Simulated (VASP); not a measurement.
Band gaps of AlAs (space group F-43m) from VASP (PAW), without and with spin-orbit coupling. Semilocal levels are at their own relaxed cell, hybrids and mBJ at PBE's; 0.00 means no gap at that level.

The cell of the LDA run:

AlAs is taken in the cubic space group F-43m (No. 216), the zinc blende structure, Pearson symbol cF8. Lattice parameters: a = 5.637 Å, b = 5.637 Å, c = 5.637 Å, α = 90.00°, β = 90.00°, γ = 90.00°. Al on 4a is coordinated by 4 As at 2.441 Å (tetrahedral). As on 4c is coordinated by 4 Al at 2.441 Å (tetrahedral). (Neighbours: up to the widest gap in distance over summed covalent radii, below 1.35, at either atom; cation-cation and far metal-metal contacts left out.)
(The calculation used a cell of 2 atoms; values per cell refer to that cell.)

```tsv
level	gap without SOC (eV)	gap with SOC (eV)	shift (eV)
LDA	1.32	?	?
```

Q: Some entries are withheld; supply them.

A: 
- LDA, gap with SOC (eV): 1.22
- LDA, shift (eV): -0.10

Only levels that ran to the end are used. Left out are those held back, those with too coarse a band path, GW runs whose mesh misses a band edge, hybrids' fits of cells that aren't cubic and levels without matching references; a question may draw on a part of the rest.

The structure comes from a computed database's AlAs entry (F-43m); how it stands against other phases isn't given here. It was relaxed first. Symmetry was kept, so distortions that lower it aren't found.
